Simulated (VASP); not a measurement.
A convergence study with VASP on GaAs (zinc blende): one setting is varied, all else stays as given below, so the limit is that of these other settings.

```xyz
2
Lattice="0.0000 2.8250 2.8250 2.8250 0.0000 2.8250 2.8250 2.8250 0.0000" Properties=species:S:1:pos:R:3 pbc="T T T"
Ga     0.0000     0.0000     0.0000
As     1.4125     1.4125     1.4125
```

Calculation: LDA (Ceperley-Alder, Perdew-Zunger), VASP's LDA PAW potentials (set 64) (plane waves; VASP). The tightest run used: 550 eV cut-off, 13×13×13 Monkhorst-Pack mesh, Gaussian smearing of 0.050 eV, potentials Ga_d As.

```
setting     E (eV/atom)  pressure (GPa)  irreducible k-points
----------  -----------  --------------  --------------------
1×1×1 mesh       4.3122           68.23                     1
2×2×2 mesh      -4.7337           -1.17                     2
3×3×3 mesh      -4.5109           -0.34                     4
```

**Question.** These are the cheaper rows. Estimate the results at 13×13×13 mesh, and how far the last row shown lies from them.

**Answer.** 
```csv
quantity,tightest run,last row shown is off by
E (eV/atom),-4.8191,0.3082
pressure (GPa),-1.46,1.11
```

Left out are rungs that failed or repeat a setting and relaxations that didn't move; long series are thinned to 24 rows.

The compound is GaAs in the zinc blende structure. The cell was not relaxed at this level.
